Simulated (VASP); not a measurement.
An input for Quantum ESPRESSO's pw.x (written as the equivalent of a VASP run, and not itself run):

```
&CONTROL
  calculation = 'vc-relax'
  pseudo_dir = './pseudo'
  outdir = './out'
  tprnfor = .true.
  tstress = .true.
  nstep = 40
  forc_conv_thr = 0.00078
/
&SYSTEM
  ibrav = 0
  nat = 1
  ntyp = 1
  ecutwfc = 70
  occupations = 'smearing'
  smearing = 'methfessel-paxton'
  degauss = 0.00735
  input_dft = 'pz'
/
&ELECTRONS
  conv_thr = 7.3e-08
  electron_maxstep = 100
/
&IONS
/
&CELL
  press = 50
/
ATOMIC_SPECIES
  In 114.818 In.upf
CELL_PARAMETERS angstrom
    -1.5337085    1.5337085    2.4153099
     1.5337085   -1.5337085    2.4153099
     1.5337085    1.5337085   -2.4153099
ATOMIC_POSITIONS crystal
  In   0.0000000  1.0000000  1.0000000
K_POINTS automatic
  17 17 17 0 0 0
```

Problem. Write the VASP files for the same calculation (LDA).

Solution. This is not unique; one that fits is 
**POSCAR**
```
In
1.0
 -1.5337085221   1.5337085221   2.4153099202
  1.5337085221  -1.5337085221   2.4153099202
  1.5337085221   1.5337085221  -2.4153099202
In
1
Cartesian
  3.0674170442   0.0000000000   0.0000000000
```

**KPOINTS**
```
Automatic mesh
0
Gamma
17 17 17
0 0 0
```

INCAR:
```
NELM  =  100   ! most electronic steps
EDIFFG  =  -0.02   ! ionic stop
EDIFF  =  1E-6   ! SCF stop (eV)
LCHARG  =  .FALSE.
PSTRESS  =  50   ! kbar
IBRION  =  2
SIGMA  =  0.1   ! width (eV)
ISMEAR  =  1   ! Methfessel-Paxton
LWAVE  =  .FALSE.
ENCUT  =  500
NSW  =  40   ! most ionic steps
ISIF  =  3
LASPH  =  .TRUE.
PREC  =  Accurate
ALGO  =  Normal
SYSTEM  =  In
LMAXMIX  =  4
LREAL  =  .FALSE.   ! projection in real space or not
```

POTCAR, in this order: In_d (LDA.64 set). Program: vasp_std.

Limits of the translation: the potentials are each code's own (VASP's PAW set, PseudoDojo norm-conserving files in pw.x), so ENCUT and ecutwfc are chosen apart and not converted; conv_thr bounds pw.x's estimated SCF error, while EDIFF bounds the energy change between steps; forc_conv_thr acts on force components and is met together with etot_conv_thr.

The compound is In in the bct structure. This run relaxes it under an external pressure of 5 GPa. Symmetry was kept, so distortions that lower it aren't found.
